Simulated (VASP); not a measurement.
Input:

```
WN2
1.0
    2.88563     0.00000     0.00000
   -1.44281     2.49903     0.00000
    0.00000     0.00000     3.87572
W N
1 2
Cartesian
  1.44282   0.83301   1.93786
  0.00000   0.00000   3.17587
  0.00000   0.00000   0.69986
```

These are LDA (Ceperley-Alder, Perdew-Zunger), VASP's LDA PAW potentials (set 64) (plane waves; VASP) values and carry that method's errors. Numerical set-up: 520 eV cut-off, 10×10×7 Γ-centred mesh, tetrahedra with Blöchl corrections, potentials W_sv N.

What does the run give for the energy per atom (σ→0)?

The energy per atom (σ→0) is -11.296 eV/atom.

The absolute energy has meaning only against runs of the same code, potentials and settings.

The structure comes from a computed database's WN2 entry (P-6m2); how it stands against other phases isn't given here. It was relaxed first.
